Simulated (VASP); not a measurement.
Level of theory: PBEsol GGA, VASP's PBE PAW potentials (set 64) (plane waves; VASP 6.6.1).

VASP ran on this input.

**KPOINTS**
```
Automatic mesh
0
Gamma
8 8 8
0 0 0
```

**POSCAR**
```
NaI
1.0
  0.0000000000   3.0100033513   3.0100033513
  3.0100033513   0.0000000000   3.0100033513
  3.0100033513   3.0100033513   0.0000000000
Na I
1 1
Cartesian
  6.0200067026   6.0200067026   6.0200067026
  3.0100033513   3.0100033513   3.0100033513
```

### INCAR
```
ALGO = Normal
EDIFF = 1E-6
EDIFFG = -0.02
ENCUT = 500
GGA = PS
IBRION = 2
ISIF = 3
ISMEAR = 0
LASPH = .TRUE.
LCHARG = .FALSE.
LMAXMIX = 4
LREAL = .FALSE.
LWAVE = .FALSE.
NELM = 100
NSW = 40
PREC = Accurate
PSTRESS = 100
SIGMA = 0.05
SYSTEM = NaI
```

POTCAR, in this order: Na_pv I (PBE.64 set). Program: vasp_std.

Energy and stress use the plane-wave basis of the starting cell. Unless said otherwise, spin-orbit coupling is left out, though it shifts the bands of the heavy elements here.

Predict the energy per atom (σ→0), volume per atom, band gap (on the k-mesh).

* **energy per atom (σ→0)**: -2.638 eV/atom
* **band gap (on the k-mesh)**: 4.56 eV
* **volume per atom**: 24.56 Å^3/atom

File OSZICAR:
```
...
DAV:   2    -0.528385884773E+01    0.22652E-01   -0.27222E-02   707   0.248E+00    0.530E-01
DAV:   3    -0.527657296610E+01    0.72859E-02   -0.16450E-02   722   0.161E+00    0.231E-01
DAV:   4    -0.527653654581E+01    0.36420E-04   -0.25780E-04   732   0.189E-01    0.243E-01
DAV:   5    -0.527651831649E+01    0.18229E-04   -0.10807E-05   751   0.630E-02    0.601E-02
DAV:   6    -0.527629617032E+01    0.22215E-03   -0.21914E-04   713   0.249E-01    0.244E-01
DAV:   7    -0.527629048730E+01    0.56830E-05   -0.22565E-06   692   0.165E-02    0.208E-01
DAV:   8    -0.527629062501E+01   -0.13771E-06   -0.36721E-08   334   0.299E-03
   3 F= -.22103628E+01 E0= -.22103628E+01  d E =-.916293E-01
```

The compound is NaI in the rock salt structure. This run relaxes it under an external pressure of 10 GPa. Symmetry was kept, so distortions that lower it aren't found.
